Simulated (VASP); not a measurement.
```xyz
3
Lattice="0.0000 2.8973 2.8973 2.8973 0.0000 2.8973 2.8973 2.8973 0.0000" Properties=species:S:1:pos:R:3 pbc="T T T"
Li     1.4487     1.4487     1.4487
Li     4.3460     4.3460     4.3460
S      0.0000     0.0000     0.0000
```

Level of theory: r2SCAN meta-GGA, VASP's PBE PAW potentials (set 64) (plane waves; VASP). Run with 520 eV cut-off, 7×7×7 Γ-centred mesh, Gaussian smearing of 0.050 eV, potentials Li_sv S.

Estimate the energy per atom (σ→0), pressure.

```
Item                            Value
---------------------  --------------
energy per atom (σ→0)  -5.788 eV/atom
pressure                    -2.36 GPa
```

Total energies compare only between runs with the same potentials, cut-off and functional.

The compound is Li2S in the antifluorite structure. This cell is one point of a volume scan, at 1.06 of the reference volume.
